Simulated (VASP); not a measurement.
Al$_{3}$Sc (L1_2): the lattice constant a from VASP (plane waves, PAW) at several levels of theory. Static lattice.  The measured value holds thermal and zero-point effects that the static calculation lacks.

| level | lattice constant a (Å) | error against measurement |
|---|---|---|
| LDA | 4.034 | -1.7 % |
| PBE | 4.106 | +0.1 % |
| PBEsol | 4.073 | -0.7 % |
| TPSS | 4.083 | -0.5 % |
| SCAN | 4.084 | -0.5 % |
| r2SCAN | 4.086 | -0.4 % |

Measured: 4.103 Å (as given by A Combined Experimental and First-Principles Based Assessment of Finite-Temperature Thermodynamic Properties of …).

The cell of the LDA run:

Space group Pm-3m (No. 221); a = 4.0342 Å, b = 4.0342 Å, c = 4.0342 Å, α = 90.00°, β = 90.00°, γ = 90.00°

| atom | site | symmetry | x | y | z |
|---|---|---|---|---|---|
| Sc | 1a | m-3m | 0.0000 | 0.0000 | 0.0000 |
| Al | 3c | 4/mm.m | 0.0000 | 0.5000 | 0.5000 |

Only levels that ran to the end are used. Left out are those held back, those with too coarse a band path, GW runs whose mesh misses a band edge, hybrids' fits of cells that aren't cubic and levels without matching references; a question may draw on a part of the rest.

The compound is Al3Sc in the L1_2 structure.
